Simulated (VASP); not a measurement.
A VASP calculation is set up with these files.

**POSCAR**
```
BaF2
1.0
  0.0000000000   3.1000000000   3.1000000000
  3.1000000000   0.0000000000   3.1000000000
  3.1000000000   3.1000000000   0.0000000000
Ba F
1 2
Direct
  0.0000000000   0.0000000000   0.0000000000
  0.2500000000   0.2500000000   0.2500000000
  0.7500000000   0.7500000000   0.7500000000
```

INCAR:
```
ALGO  =  Normal
EDIFF  =  1E-6
ENCUT  =  520
GGA  =  PE
ISIF  =  2
ISMEAR  =  -5
LASPH  =  .TRUE.
LCHARG  =  .FALSE.
LMAXMIX  =  4
LREAL  =  .FALSE.
LWAVE  =  .FALSE.
NELM  =  100
PREC  =  Accurate
SYSTEM  =  BaF2
```

File KPOINTS:
```
Automatic mesh
0
Gamma
7 7 7
0 0 0
```

POTCAR, in this order: Ba_sv F (PBE.64 set). Program: vasp_std.

Q: Write an equivalent input for Quantum ESPRESSO's pw.x.

A: One equivalent input (not run):
```
&CONTROL
  calculation = 'scf'
  pseudo_dir = './pseudo'
  outdir = './out'
  tprnfor = .true.
  tstress = .true.
/
&SYSTEM
  ibrav = 0
  nat = 3
  ntyp = 2
  ecutwfc = 84
  occupations = 'tetrahedra'
  input_dft = 'pbe'
/
&ELECTRONS
  conv_thr = 7.3e-08
  electron_maxstep = 100
/
ATOMIC_SPECIES
  Ba 137.327 Ba.upf
  F 18.998 F.upf
CELL_PARAMETERS angstrom
     0.0000000    3.1000000    3.1000000
     3.1000000    0.0000000    3.1000000
     3.1000000    3.1000000    0.0000000
ATOMIC_POSITIONS crystal
  Ba   0.0000000  0.0000000  0.0000000
  F    0.2500000  0.2500000  0.2500000
  F    0.7500000  0.7500000  0.7500000
K_POINTS automatic
  7 7 7 0 0 0
```
What does not carry over: the potentials are each code's own (VASP's PAW set, PseudoDojo norm-conserving files in pw.x), so ENCUT and ecutwfc are chosen apart and not converted; conv_thr bounds pw.x's estimated SCF error, while EDIFF bounds the energy change between steps.

The compound is BaF2 in the fluorite structure. The cell was not relaxed at this level. The run is one of a series of settings (ISMEAR = -5, SIGMA removed against the base run), some of them coarse on purpose.
